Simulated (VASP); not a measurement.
## Bi6Te8Se: band structure with PBEsol

The system is Bi6Te8Se.

```
Bi Te Se
1.0
     6.53181   -3.77114    0.00145
     0.00016   -7.54202    0.00072
     2.17560   -1.25608  -10.06335
Bi Te Se
6 8 1
Direct
  0.06724 0.66667 0.80059
  0.73362 0.33239 0.79924
  0.39934 0.00095 0.79924
  0.25812 0.66667 0.20340
  0.93241 0.34031 0.20329
  0.60605 0.99302 0.20329
  0.66159 0.66667 0.00188
  0.33678 0.32891 0.00319
  0.99902 0.00443 0.00319
  0.54219 0.33321 0.37426
  0.20872 0.00013 0.37426
  0.45853 0.66667 0.62731
  0.12154 0.33740 0.62713
  0.79227 0.99594 0.62713
  0.88256 0.66667 0.35259
```

The cell was built by a generator and needn't be a form met in nature.

| Property | Result |
| --- | --- |
| Program | VASP 6.6.1 |
| Task | band structure |
| Functional | PBEsol |
| Potentials or basis | VASP PAW PBE potentials, release 64 (Bi_d, Te, Se) |
| Cutoff | 520 eV |
| k mesh | 4 × 4 × 4 |
| Occupations | gaussian, width 0.03 eV |
| Spin | no spin polarisation |
| Further INCAR settings | ALGO = Normal; EDIFF = 1e-07; NBANDS = 85 |

```
Pressure                : 0.0 GPa
Largest force           : 0.005 eV/Å
Band gap on the k mesh  : 0.24 eV, direct
Band gap along the path : 0.24 eV, direct
```

Forces on the atoms (eV/Å):
```
Bi  -0.001  0.001 -0.004
Bi   0.000  0.000  0.003
Bi   0.000  0.000  0.003
Bi   0.000  0.000 -0.002
Bi   0.000 -0.003 -0.001
Bi   0.003  0.002 -0.001
Te  -0.001  0.001 -0.001
Te   0.001  0.000 -0.001
Te   0.000  0.000 -0.001
Te   0.001  0.001  0.005
Te  -0.001 -0.001  0.005
Te   0.000  0.000 -0.003
Te   0.001  0.002 -0.003
Te  -0.002 -0.002 -0.003
Se   0.000  0.000  0.004
```

Levels at points of the mesh, in eV from the valence-band top:
```csv
k point,band 68,band 69,band 70,band 71,band 72,band 73,band 74,band 75,band 76,band 77
"(0.00, 0.00, 0.00)",-0.92,-0.88,-0.68,-0.54,0.00,0.24,0.70,0.71,1.13,1.24
"(0.50, 0.00, 0.00)",-0.73,-0.71,-0.54,-0.49,-0.44,0.55,0.95,1.01,1.16,1.24
"(0.00, 0.50, 0.00)",-0.87,-0.71,-0.71,-0.52,-0.33,0.79,0.88,0.95,1.35,1.36
"(0.00, 0.00, 0.50)",-1.08,-1.00,-0.82,-0.80,-0.39,0.73,1.15,1.17,1.39,1.39
"(0.50, 0.00, 0.50)",-1.07,-0.98,-0.89,-0.87,-0.78,0.95,1.29,1.42,1.44,1.53
"(0.00, 0.50, 0.50)",-1.23,-1.17,-1.12,-0.91,-0.51,0.56,1.16,1.50,1.68,1.93
```

Core levels (eV, on the scale of the bands):
| atom | levels |
| --- | --- |
| 1 Bi | 1s -90629.8, 2s -16272.5, 2p -13912.9, 3s -3920.5, 3p -3246.7, 3d -2571.6, 4s -892.2, 4p -671.5, 4d -419.8, 4f -142.6, 5s -147.7, 5p -85.7 |
| 2 Bi | 1s -90629.8, 2s -16272.5, 2p -13912.9, 3s -3920.5, 3p -3246.7, 3d -2571.6, 4s -892.2, 4p -671.5, 4d -419.8, 4f -142.5, 5s -147.6, 5p -85.7 |
| 3 Bi | 1s -90629.8, 2s -16272.5, 2p -13912.9, 3s -3920.5, 3p -3246.7, 3d -2571.6, 4s -892.2, 4p -671.5, 4d -419.8, 4f -142.5, 5s -147.6, 5p -85.7 |
| 4 Bi | 1s -90629.8, 2s -16272.5, 2p -13912.9, 3s -3920.5, 3p -3246.7, 3d -2571.6, 4s -892.2, 4p -671.6, 4d -419.8, 4f -142.6, 5s -147.7, 5p -85.8 |
| 5 Bi | 1s -90629.8, 2s -16272.5, 2p -13912.9, 3s -3920.5, 3p -3246.7, 3d -2571.6, 4s -892.2, 4p -671.6, 4d -419.8, 4f -142.6, 5s -147.7, 5p -85.8 |
| 6 Bi | 1s -90629.8, 2s -16272.5, 2p -13912.9, 3s -3920.5, 3p -3246.7, 3d -2571.6, 4s -892.2, 4p -671.6, 4d -419.8, 4f -142.6, 5s -147.7, 5p -85.8 |

Run time: 11 min on 4 MPI ranks on Intel(R) Xeon(R) Platinum 8259CL CPU @ 2.50GHz (Skylake/Cascade Lake), on a shared host, peak memory 1.4 GiB a rank.

Caveat: the PAW data sets were made with another functional, which shifts forces and pressure a little; spin-orbit coupling is left out, which as a rule narrows the gap of such compounds by several tenths of an eV. A hybrid or GW would open this gap; PBEsol tends to underestimate it.
